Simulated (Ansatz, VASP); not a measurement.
BaMg7: VASP beside Ansatz

File INCAR:

```
SYSTEM = BaMg7
PREC = Accurate ; ENCUT = 520
EDIFF = 1E-6 ; ISMEAR = 0
SIGMA = 0.02 ; LREAL = .FALSE.
LASPH = .TRUE. ; NELM = 60
ALGO = Fast ; ISIF = 2
LWAVE = .FALSE. ; LCHARG = .FALSE.
GGA = PS ; NBANDS = 22
```

KPOINTS

```
regular mesh
0
G
  5 5 5
  0 0 0
```

File POSCAR:

```
BaMg7
6.9429
    0.999996347564      0.000000000000      0.000000000000
   -0.499998173775      0.866022240678      0.000000000000
    0.000000000000      0.000000000000      0.764037361909
Ba Mg
1 7
Direct
    0.0000000000      0.0000000000      0.5000000000
    0.6666666667      0.3333333333      0.0000000000
    0.6396500000      0.8198250000      0.0000000000
    0.1801750000      0.8198250000      0.0000000000
    0.1801750000      0.3603500000      0.0000000000
    0.4941580000      0.9883160000      0.5000000000
    0.4941580000      0.5058420000      0.5000000000
    0.0116840000      0.5058420000      0.5000000000
```

File input.yaml:

```yaml
crystal:
  lattice:
    - [6.9428746415, 0.0, 0.0]
    - [-3.4714373207, 6.0127058148, 0.0]
    - [0.0, 0.0, 5.304635]
  atoms:
    - { symbol: Ba, position: [0.0, 0.0, 0.5] }
    - { symbol: Mg, position: [0.6666666667, 0.3333333333, 0.0] }
    - { symbol: Mg, position: [0.63965, 0.819825, 0.0] }
    - { symbol: Mg, position: [0.180175, 0.819825, 0.0] }
    - { symbol: Mg, position: [0.180175, 0.36035, 0.0] }
    - { symbol: Mg, position: [0.494158, 0.988316, 0.5] }
    - { symbol: Mg, position: [0.494158, 0.505842, 0.5] }
    - { symbol: Mg, position: [0.011684, 0.505842, 0.5] }
hamiltonian:
  xc: pbesol
  pseudopotentials: { kind: paw }
kpoints:
  mp_grid: { grid: [5, 5, 5] }
scf:
  occupations: { method: gaussian, width: 0.02 }
output:
  forces: true
  stress: true
  eigenvalues: true
```

The cell comes from a database or a generator and needn't be the stable form of this composition.

Alike in both runs: task single point; functional PBEsol; k mesh 5 × 5 × 5; occupations gaussian, width 0.02 eV; no spin polarisation.

|  | VASP | Ansatz |
| --- | --- | --- |
| version | VASP 6.6.1 | Ansatz 0.2.0 |
| potentials or method | VASP PAW PBE potentials, release 64 (Ba_sv, Mg) | Ansatz PAW |
| plane-wave cutoff (eV) | 520 | 420 |
| valence electrons in the cell | 24 | 80 |

|  | VASP | Ansatz | Ansatz less VASP |
| --- | --- | --- | --- |
| gap on the k mesh at the Fermi level (eV) | none | none | - |
| pressure (GPa) | -0.8 | -0.8 | -0.01 |
| largest component of the traceless stress (GPa) | 0.26 | 0.28 | +0.015 |
| rms of the force components (eV/Å) | 0.017 | 0.015 | -0.0025 |

Atom by atom the forces differ by 0.003 eV/Å (rms over components). A gap of «none» marks a metal or a gap that the smearing closes. With one functional, cell and mesh, what is left measures potentials, basis and numerics. The two sets of potentials don't hold the same shells in valence.

Caveats: the PAW data sets were made with another functional, which shifts forces and pressure a little (VASP); the PAW data sets come from PBE, with cores solved anew for the run's functional, which leaves a small shift of forces and pressure (Ansatz). Spin-orbit coupling is left out, which matters for the levels of Ba.
